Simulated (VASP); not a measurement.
## YAlSi: single point with LDA

The system is YAlSi.

```xyz
6
Lattice="1.9726 -5.0573 0.0000 1.9726 5.0573 0.0000 0.0000 0.0000 5.6262" Properties=species:S:1:pos:R:3 pbc="T T T"
Y     1.9726   -1.9740    4.2197
Y     1.9726    1.9740    1.4066
Al    0.0000    0.0000    2.8131
Al    0.0000    0.0000    0.0000
Si    1.9726    1.0047    4.2197
Si    1.9726   -1.0047    1.4066
```

The cell isn't the ideal one: relaxed again under DFT LDA, scalar-relativistic, plane waves, PAW.

- Program: VASP 6.6.1
- Task: single point
- Functional: LDA
- Potentials or basis: VASP PAW LDA potentials, release 64 (Y_sv, Al, Si)
- Cutoff: 520 eV
- k mesh: 10 × 10 × 6
- Occupations: gaussian, width 0.1 eV
- Spin: no spin polarisation
- Dipole correction: no
- Further INCAR settings: ALGO = Fast; EDIFF = 1e-06; NBANDS = 27

| Property | Result |
| --- | --- |
| Pressure | 0.0 GPa |
| Band gap on the k mesh | none (metal or under the smearing width) |

Levels at points of the mesh, in eV from the Fermi level:
```tsv
k point	band 15	band 16	band 17	band 18	band 19	band 20	band 21	band 22
(0.00, 0.00, 0.00)	-1.91	-1.78	-1.18	-0.75	0.90	1.11	1.94	2.18
(0.50, 0.00, 0.00)	-2.60	-1.96	-1.75	-1.05	-0.13	0.97	2.49	3.56
(0.50, 0.50, 0.00)	-1.50	-1.31	-0.37	0.35	0.76	1.59	2.26	2.38
(0.00, 0.00, 0.50)	-2.17	-2.17	-0.93	-0.93	1.18	1.18	1.58	1.58
(0.50, 0.00, 0.50)	-1.96	-1.96	-1.06	-1.06	1.09	1.09	2.09	2.09
(0.50, 0.50, 0.50)	-1.55	-1.55	-0.53	-0.53	1.14	1.14	1.31	1.31
```

Wall time 12 min on 1 thread of Intel(R) Xeon(R) Platinum 8488C (Sapphire Rapids), on a shared host, peak memory 0.47 GiB.
